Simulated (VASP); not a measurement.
```
HfS2
1.0
    1.81916    -3.15087     0.00000
    1.81916     3.15087     0.00000
    0.00000     0.00000     5.85559
Hf S
1 2
Cartesian
  0.00000   0.00000   0.00000
  1.81916   1.05029   1.44795
  1.81916  -1.05029   4.40765
```

Calculation: optB88-vdW, VASP's PBE PAW potentials (set 64) (plane waves; VASP). Settings: 520 eV cut-off, Gaussian smearing of 0.050 eV, potentials Hf_pv S.

Unless said otherwise, spin-orbit coupling is left out, though it shifts the bands of the heavy elements here.

Problem. Give the energies of bands 6 to 14 at the high-symmetry points, in eV from the valence-band maximum.

Solution. 
```json
[
 {"band": "6", "Γ": "-4.79", "M": "-4.85", "K": "-4.07", "A": "-3.60", "L": "-4.97", "H": "-3.73"},
 {"band": "7", "Γ": "-2.81", "M": "-2.84", "K": "-3.52", "A": "-2.76", "L": "-3.51", "H": "-3.72"},
 {"band": "8", "Γ": "-2.81", "M": "-2.55", "K": "-3.52", "A": "-2.76", "L": "-2.67", "H": "-3.72"},
 {"band": "9", "Γ": "-0.15", "M": "-2.50", "K": "-2.19", "A": "-1.93", "L": "-2.39", "H": "-2.26"},
 {"band": "10", "Γ": "-0.15", "M": "-2.03", "K": "-2.19", "A": "-0.30", "L": "-1.11", "H": "-1.85"},
 {"band": "11", "Γ": "-0.01", "M": "-1.39", "K": "-1.67", "A": "-0.30", "L": "-0.91", "H": "-1.85"},
 {"band": "12", "Γ": "1.88", "M": "1.14", "K": "2.47", "A": "1.83", "L": "1.00", "H": "2.66"},
 {"band": "13", "Γ": "1.88", "M": "3.86", "K": "3.56", "A": "1.83", "L": "3.84", "H": "3.20"},
 {"band": "14", "Γ": "2.48", "M": "3.91", "K": "3.56", "A": "2.74", "L": "3.95", "H": "3.20"}
]
```

The gap is indirect, 1.00 eV, from the valence maximum at K-Γ at 0.89 to the conduction minimum at L.

Measured: gap 1.80 eV (computed value off by -0.80 eV), as given by Miłosz Rybak et al., Nanomaterials (2022), arXiv:2210.12074.

The compound is HfS2 in the 1T layered structure. It was relaxed first.
